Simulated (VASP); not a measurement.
```
ZnS
1.0
    0.00000     2.70500     2.70500
    2.70500     0.00000     2.70500
    2.70500     2.70500     0.00000
Zn S
1 1
Cartesian
  0.00000   0.00000   0.00000
  1.35250   1.35250   1.35250
```

Calculation: PBE GGA, VASP's PBE PAW potentials (set 64) (plane waves; VASP). Numerical set-up: 400 eV cut-off, KSPACING 0.6 per Å, Gaussian smearing of 0.050 eV, potentials Zn S.

Question: Give the stress tensor in GPa (positive for a compressed cell).

Answer: 
```
1.56  0.00  0.00
0.00  1.56  0.00
0.00  0.00  1.56
```
The pressure is its mean diagonal, 1.56 GPa.

The compound is ZnS in the zinc blende structure. The cell was not relaxed at this level. The run is one of a series of settings (KGAMMA = .TRUE., KSPACING = 0.6, KPOINTS file removed against the base run), some of them coarse on purpose.
